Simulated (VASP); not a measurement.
Given:

```xyz
2
Lattice="1.0888 -1.8859 0.0000 1.0888 1.8859 0.0000 0.0000 0.0000 3.4447" Properties=species:S:1:pos:R:3 pbc="T T T"
Be     1.0888     0.6286     0.8612
Be     1.0888    -0.6286     2.5835
```

Level of theory: LDA (Ceperley-Alder, Perdew-Zunger), VASP's LDA PAW potentials (set 64) (plane waves; VASP). Run with 500 eV cut-off, 19×19×11 Γ-centred mesh, first-order Methfessel-Paxton smearing of 0.10 eV, potentials Be.

Energy and stress use the plane-wave basis of the starting cell.

Question: The ions, cell shape and volume at an external pressure of 20.0 GPa are relaxed. Predict the relaxed structure.

Answer: 
```xyz
2
Lattice="1.0678 -1.8496 0.0000 1.0678 1.8496 0.0000 0.0000 0.0000 3.3895" Properties=species:S:1:pos:R:3 pbc="T T T"
Be     1.0678     0.6165     0.8474
Be     1.0678    -0.6165     2.5421
```
Space group P6_3/mmc (194), at a tolerance of 0.03 Å.

Question: How do energy and volume change from the first to the last step?

Answer: The energy (σ→0) changes by +34.8 meV/atom and the volume by -5.4 %, in 5 ionic steps.

```json
[
 {"step": "1", "E(σ→0) (eV)": "-8.3943", "max force (eV/Å)": "0.000", "pressure (GPa)": "10.00", "volume (Å³)": "14.15"},
 {"step": "2", "E(σ→0) (eV)": "-8.3083", "max force (eV/Å)": "0.000", "pressure (GPa)": "21.71", "volume (Å³)": "13.26"},
 {"step": "3", "E(σ→0) (eV)": "-8.3230", "max force (eV/Å)": "0.000", "pressure (GPa)": "20.03", "volume (Å³)": "13.37"},
 {"step": "4", "E(σ→0) (eV)": "-8.3249", "max force (eV/Å)": "0.000", "pressure (GPa)": "19.81", "volume (Å³)": "13.39"},
 {"step": "5", "E(σ→0) (eV)": "-8.3248", "max force (eV/Å)": "0.000", "pressure (GPa)": "19.80", "volume (Å³)": "13.39"}
]
```

The compound is Be in the hcp structure. This run relaxes it under an external pressure of 20 GPa. Symmetry was kept, so distortions that lower it aren't found.
